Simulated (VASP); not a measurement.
VASP input:

### INCAR
```
SYSTEM = AuZn
PREC = Accurate
ENCUT = 400
EDIFF = 1E-6
NELM = 100
ALGO = Normal
LREAL = .FALSE.
LASPH = .TRUE.
ISMEAR = 1
SIGMA = 0.1
GGA = PE
LMAXMIX = 6
LWAVE = .FALSE.
LCHARG = .FALSE.
ISIF = 2
```

### KPOINTS
```
Automatic mesh
0
Gamma
9 9 9
0 0 0
```

File POSCAR:
```
AuZn
1
    3.2130000000     0.0000000000     0.0000000000
    0.0000000000     3.2130000000     0.0000000000
    0.0000000000     0.0000000000     3.2130000000
Zn Au
1 1
Direct
  0.5000000000   0.5000000000   0.5000000000
  0.0000000000   0.0000000000   0.0000000000
```

POTCAR, in this order: Zn Au (PBE.64 set). Program: vasp_gam.

Question: What happens when VASP runs on this input?

Answer: There is a fault: the Γ-only program was given a k-mesh. VASP stops with an error: You are using the Gamma-point-only version with more than one k-point or some other non-Gamma k-point. ----> I REFUSE TO CONTINUE WITH THIS SICK JOB ... BYE!!! <----

File standard output:
```
 POSCAR found type information on POSCAR ZnAu
 POSCAR found :  2 types and       2 ions
 Reading from existing POTCAR
 Reading from existing POTCAR
 LDA part: xc-table for (Slater+PW92), standard interpolation

 -----------------------------------------------------------------------------
|                                                                             |
|     EEEEEEE  RRRRRR   RRRRRR   OOOOOOO  RRRRRR      ###     ###     ###     |
|     E        R     R  R     R  O     O  R     R     ###     ###     ###     |
|     E        R     R  R     R  O     O  R     R     ###     ###     ###     |
|     EEEEE    RRRRRR   RRRRRR   O     O  RRRRRR       #       #       #      |
|     E        R   R    R   R    O     O  R   R                               |
|     E        R    R   R    R   O     O  R    R      ###     ###     ###     |
|     EEEEEEE  R     R  R     R  OOOOOOO  R     R     ###     ###     ###     |
|                                                                             |
|     You are using the Gamma-point-only version with more than one           |
|     k-point or some other non-Gamma k-point.                                |
|                                                                             |
|       ---->  I REFUSE TO CONTINUE WITH THIS SICK JOB ... BYE!!! <----       |
|                                                                             |
 -----------------------------------------------------------------------------
```

To mend it, run vasp_std.

The mended run (PBE GGA, plane waves, VASP's PBE PAW potentials (set 64)) converges, and its OSZICAR ends with
```
   1 F= -.47365506E+01 E0= -.47363198E+01  d E =-.692451E-03
```

The compound is AuZn in the CsCl type structure. The cell was not relaxed at this level.
